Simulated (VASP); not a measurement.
OSZICAR of a VASP run on MnSi$_{2}$ (relaxed from the AlB2 structure, space group P6/mmm):

### OSZICAR
```
       N       E                     dE             d eps       ncg     rms          rms(c)
DAV:   1     0.106221976745E+03    0.10622E+03   -0.99347E+03  4040   0.112E+03
DAV:   2    -0.188283634584E+02   -0.12505E+03   -0.12262E+03  4048   0.300E+02
DAV:   3    -0.225572264732E+02   -0.37289E+01   -0.36505E+01  4992   0.553E+01
DAV:   4    -0.225957544721E+02   -0.38528E-01   -0.38448E-01  4232   0.580E+00
DAV:   5    -0.225965027730E+02   -0.74830E-03   -0.74812E-03  5048   0.787E-01    0.205E+01
DAV:   6    -0.291293822341E+02   -0.65329E+01   -0.85688E+01  4288   0.821E+01    0.314E+01
DAV:   7    -0.206756648025E+02    0.84537E+01   -0.47231E+01  4264   0.702E+01    0.581E+00
DAV:   8    -0.207864839521E+02   -0.11082E+00   -0.14124E+00  4168   0.876E+00    0.221E+00
DAV:   9    -0.207845831968E+02    0.19008E-02   -0.81730E-02  4632   0.237E+00    0.126E+00
DAV:  10    -0.207884134907E+02   -0.38303E-02   -0.81042E-03  4624   0.875E-01    0.535E-01
DAV:  11    -0.207903342318E+02   -0.19207E-02   -0.40509E-03  5032   0.526E-01    0.425E-01
DAV:  12    -0.207914420151E+02   -0.11078E-02   -0.29786E-03  4608   0.383E-01    0.286E-01
DAV:  13    -0.207917924419E+02   -0.35043E-03   -0.56856E-03  4592   0.571E-01    0.139E-01
DAV:  14    -0.207918928656E+02   -0.10042E-03   -0.32213E-04  3904   0.170E-01    0.651E-02
DAV:  15    -0.207919041335E+02   -0.11268E-04   -0.54457E-05  4712   0.612E-02    0.224E-02
DAV:  16    -0.207919052397E+02   -0.11062E-05   -0.51724E-06  3304   0.157E-02    0.742E-03
DAV:  17    -0.207919056107E+02   -0.37102E-06   -0.31287E-07  2048   0.547E-03
   1 F= -.20791906E+02 E0= -.20791912E+02  d E =-.207919E+02  mag=     2.0098
       N       E                     dE             d eps       ncg     rms          rms(c)
DAV:   1    -0.222430703839E+02   -0.14512E+01   -0.17923E+01  3928   0.531E+01    0.126E+01
DAV:   2    -0.269992057117E+02   -0.47561E+01   -0.70186E+01  4920   0.758E+01    0.253E+01
DAV:   3    -0.207398833396E+02    0.62593E+01   -0.34863E+01  4728   0.412E+01    0.343E+00
DAV:   4    -0.207913819816E+02   -0.51499E-01   -0.41463E-01  3992   0.482E+00    0.161E+00
DAV:   5    -0.207991429204E+02   -0.77609E-02   -0.33876E-02  4872   0.128E+00    0.993E-01
DAV:   6    -0.208002057369E+02   -0.10628E-02   -0.15616E-02  4464   0.830E-01    0.229E-01
DAV:   7    -0.208002419360E+02   -0.36199E-04   -0.15318E-03  4744   0.324E-01    0.147E-01
DAV:   8    -0.208003084338E+02   -0.66498E-04   -0.15936E-04  4664   0.117E-01    0.564E-02
DAV:   9    -0.208003130321E+02   -0.45983E-05   -0.15563E-05  4368   0.305E-02    0.224E-02
DAV:  10    -0.208003140792E+02   -0.10471E-05   -0.38142E-06  3896   0.201E-02    0.598E-03
DAV:  11    -0.208003142138E+02   -0.13466E-06   -0.10249E-06  2088   0.732E-03
   2 F= -.20800314E+02 E0= -.20800382E+02  d E =-.840860E-02  mag=     2.0930
       N       E                     dE             d eps       ncg     rms          rms(c)
DAV:   1    -0.210731163490E+02   -0.27280E+00   -0.33588E+00  3936   0.224E+01    0.530E+00
DAV:   2    -0.217391494275E+02   -0.66603E+00   -0.99522E+00  4192   0.291E+01    0.964E+00
DAV:   3    -0.208109320029E+02    0.92822E+00   -0.46212E+00  4272   0.209E+01    0.978E-01
DAV:   4    -0.208133709413E+02   -0.24389E-02   -0.84186E-02  4056   0.185E+00    0.437E-01
DAV:   5    -0.208124966055E+02    0.87434E-03   -0.58590E-03  4648   0.701E-01    0.196E-01
DAV:   6    -0.208124598046E+02    0.36801E-04   -0.25349E-04  4416   0.147E-01    0.862E-02
DAV:   7    -0.208124227189E+02    0.37086E-04   -0.86418E-05  4392   0.786E-02    0.312E-02
DAV:   8    -0.208124262620E+02   -0.35430E-05   -0.15538E-05  4296   0.408E-02    0.997E-03
DAV:   9    -0.208124269651E+02   -0.70318E-06   -0.13931E-06  2344   0.809E-03
   3 F= -.20812427E+02 E0= -.20812650E+02  d E =-.205214E-01  mag=     2.0539
       N       E                     dE             d eps       ncg     rms          rms(c)
DAV:   1    -0.208125851044E+02   -0.15884E-03   -0.21456E-03  3920   0.573E-01    0.132E-01
DAV:   2    -0.208129519365E+02   -0.36683E-03   -0.59773E-03  4288   0.740E-01    0.226E-01
DAV:   3    -0.208124262500E+02    0.52569E-03   -0.25607E-03  4328   0.478E-01    0.168E-02
DAV:   4    -0.208124241256E+02    0.21244E-05   -0.33977E-05  4144   0.337E-02    0.118E-02
DAV:   5    -0.208124230205E+02    0.11051E-05   -0.23144E-06  3200   0.158E-02    0.333E-03
DAV:   6    -0.208124229637E+02    0.56858E-07   -0.25187E-07  1984   0.363E-03
   4 F= -.20812423E+02 E0= -.20812645E+02  d E =-.205174E-01  mag=     2.0533
       N       E                     dE             d eps       ncg     rms          rms(c)
DAV:   1    -0.208144090793E+02   -0.19861E-02   -0.28908E-02  4272   0.188E+00    0.413E-01
DAV:   2    -0.208176483889E+02   -0.32393E-02   -0.56403E-02  4432   0.229E+00    0.709E-01
DAV:   3    -0.208126223177E+02    0.50261E-02   -0.24977E-02  4376   0.150E+00    0.755E-02
DAV:   4    -0.208125596875E+02    0.62630E-04   -0.41122E-04  4088   0.129E-01    0.419E-02
DAV:   5    -0.208125547359E+02    0.49516E-05   -0.24681E-05  4504   0.483E-02    0.110E-02
DAV:   6    -0.208125534576E+02    0.12783E-05   -0.17490E-06  2696   0.108E-02    0.521E-03
DAV:   7    -0.208125523000E+02    0.11576E-05   -0.45440E-07  2120   0.611E-03    0.160E-03
DAV:   8    -0.208125520495E+02    0.25047E-06   -0.59385E-08  1936   0.226E-03
   5 F= -.20812552E+02 E0= -.20812787E+02  d E =-.129086E-03  mag=     2.0468
```

Q: Which electronic solver shows in the log?

A: It is blocked Davidson (ALGO = Normal, or the opening steps of other solvers). The INCAR had ALGO = Normal.

Q: How was spin treated?

A: Collinear spin (ISPIN = 2): the summary line carries one mag value, 2.05 μB in the cell.

Q: Can the final energy be trusted as converged?

A: The run converged. It stopped with EDIFF = 1E-6, NELM = 100, NSW = 60 and EDIFFG = -0.02 after 5 ionic steps (PBEsol GGA, plane waves, VASP's PBE PAW potentials (set 64)). Energy and stress use the plane-wave basis of the starting cell. The moments were started parallel, and other spin orders were not tried in this run.

The structure was generated: MnSi2 was put into the AlB2 type (P6/mmm), which need not be its known phase. This run relaxes it. Symmetry was kept, so distortions that lower it aren't found. The start is the result of an earlier pass.
